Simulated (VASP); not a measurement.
Here is the system:

```
GaN
1.0
    0.00000     2.29141     2.29141
    2.29141     0.00000     2.29141
    2.29141     2.29141     0.00000
Ga N
1 1
Direct
  0.00000   0.00000   0.00000
  0.25000   0.25000   0.25000
```

Calculation: RPBE GGA, VASP's PBE PAW potentials (set 64) (plane waves; VASP). Settings: 520 eV cut-off, Gaussian smearing of 0.050 eV, potentials Ga_d N.

Task: Give the energies of bands 7 to 11 at the high-symmetry points, in eV from the valence-band maximum.

Result: 
```csv
band,Γ,X,U,L,W
7,0.00,-5.89,-5.63,-6.68,-5.48
8,0.00,-2.52,-3.97,-0.90,-3.46
9,0.00,-2.52,-2.03,-0.90,-3.38
10,1.46,3.40,4.98,4.38,6.18
11,10.06,6.45,7.54,8.56,7.97
```

The gap is direct, 1.46 eV, from the valence maximum at Γ to the conduction minimum at Γ.

The compound is GaN in the zinc blende structure, a metastable form; wurtzite is the usual one. It was relaxed first.
